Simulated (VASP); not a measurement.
VASP runs on ZnSnO₃ (space group R3c) share one base input (PBE GGA, plane waves, VASP's PBE PAW potentials (set 64)) and change the settings named in each case.

**INCAR**
```
ALGO=Normal
EDIFF=1E-6
ENCUT=400
GGA=PE
ISIF=2
ISMEAR=-1
LASPH=.True.
LCHARG=.False.
LMAXMIX=4
LREAL=.False.
LWAVE=.False.
NELM=100
PREC=Accurate
SIGMA=0.02
SYSTEM=ZnSnO3
```

**POSCAR**
```
ZnSnO3
9.4829660
  0.2821316664   0.1628888050   0.5000000000
 -0.2821316664   0.1628888050   0.5000000000
  0.0000000000  -0.3257776101   0.5000000000
Zn Sn O
2 2 6
direct
  0.2840700000   0.2840700000   0.2840700000
  0.7840700000   0.7840700000   0.7840700000
  0.0018400000   0.0018400000   0.0018400000
  0.5018400000   0.5018400000   0.5018400000
  0.8927700000   0.2128100000   0.6071000000
  0.6071000000   0.8927700000   0.2128100000
  0.2128100000   0.6071000000   0.8927700000
  0.1071000000   0.7128100000   0.3927700000
  0.7128100000   0.3927700000   0.1071000000
  0.3927700000   0.1071000000   0.7128100000
```

File KPOINTS:
```
Automatic mesh
0
Gamma
5 5 5
0 0 0
```

POTCAR, in this order: Zn Sn_d O (PBE.64 set). Program: vasp_std.

```tsv
change	E(σ→0) (eV/atom)	pressure (GPa)
base run	-5.4861	-5.36
LDAU = .TRUE., LDAUJ = 0 0 0, LDAUL = 2 -1 -1, LDAUTYPE = 2, LDAUU = 1.0 0 0	-5.4780	-5.87
LDAU = .TRUE., LDAUJ = 0 0 0, LDAUL = 2 -1 -1, LDAUTYPE = 2, LDAUU = 2.0 0 0	-5.4717	-6.41
LDAU = .TRUE., LDAUJ = 0 0 0, LDAUL = 2 -1 -1, LDAUTYPE = 2, LDAUU = 3.0 0 0	-5.4672	-7.03
LDAU = .TRUE., LDAUJ = 0 0 0, LDAUL = 2 -1 -1, LDAUTYPE = 2, LDAUU = 4.0 0 0	-5.4645	-7.64
LDAU = .TRUE., LDAUJ = 0 0 0, LDAUL = 2 -1 -1, LDAUTYPE = 2, LDAUU = 5.0 0 0	-5.4636	-8.30
LDAU = .TRUE., LDAUJ = 0 0 0, LDAUL = 2 -1 -1, LDAUTYPE = 2, LDAUU = 6.0 0 0	-5.4646	-8.99
LDAU = .TRUE., LDAUJ = 0 0 0, LDAUL = 2 -1 -1, LDAUTYPE = 2, LDAUU = 7.0 0 0	-5.4676	-9.76
LDAU = .TRUE., LDAUJ = 0 0 0, LDAUL = 2 -1 -1, LDAUTYPE = 2, LDAUU = 8.0 0 0	-5.4726	-10.53
AEXX = 0.25, HFSCREEN = 0.2, ISYM = 3, LHFCALC = .TRUE., PRECFOCK = Fast, KPOINTS 2×2×2 Γ-centred mesh	-6.9815	-13.16
KPOINTS 2×2×2 Γ-centred mesh	-5.4740	-5.66
AEXX = 0.25, HFSCREEN = 0.2, ISYM = 3, LHFCALC = .TRUE., PRECFOCK = Fast, KPOINTS 3×3×3 Γ-centred mesh	-6.9842	-12.90
KPOINTS 3×3×3 Γ-centred mesh	-5.4845	-5.46
```
 Energies of different potentials or functionals have different zeros.  Unless said otherwise, spin-orbit coupling is left out, though it shifts the bands of the heavy elements here. At 400 eV the pressure can carry a Pulay error.

Left out are runs that ran out of time, are held back, or changed the cell or the kind of run, fixed moments of cells without a moment, rows past the twelfth, gaps on odd meshes, pressures of charged cells and columns that move by less than the noise.

The structure comes from a computed database's ZnSnO3 entry; how it stands against other phases isn't given here. The cell was not relaxed at this level.
